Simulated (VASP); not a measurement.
```yaml
crystal:
  lattice:
    - [0.00000, 2.87496, 2.87496]
    - [2.87496, 0.00000, 2.87496]
    - [2.87496, 2.87496, 0.00000]
  atoms:
    - { symbol: Cd, position: [0.00000, 0.00000, 0.00000] }
    - { symbol: S, position: [0.25000, 0.25000, 0.25000] }
```

Method: SCAN meta-GGA, VASP's PBE PAW potentials (set 64) (plane waves; VASP 6.6.1). Run with 520 eV cut-off, 8×8×8 Γ-centred mesh, Gaussian smearing of 0.050 eV, potentials Cd S.

Predict the energy per atom (σ→0), pressure, band gap (on the k-mesh) with the smallest direct gap where there is one.

```json
{
 "band gap (on the k-mesh)": "1.62 eV",
 "smallest direct gap (on the k-mesh)": "1.62 eV",
 "energy per atom (σ→0)": "-20.753 eV/atom",
 "pressure": "43.4 kbar"
}
```

The compound is CdS in the zinc blende structure, a metastable form; wurtzite is the usual one. This cell is one point of a volume scan, at 0.94 of the reference volume.
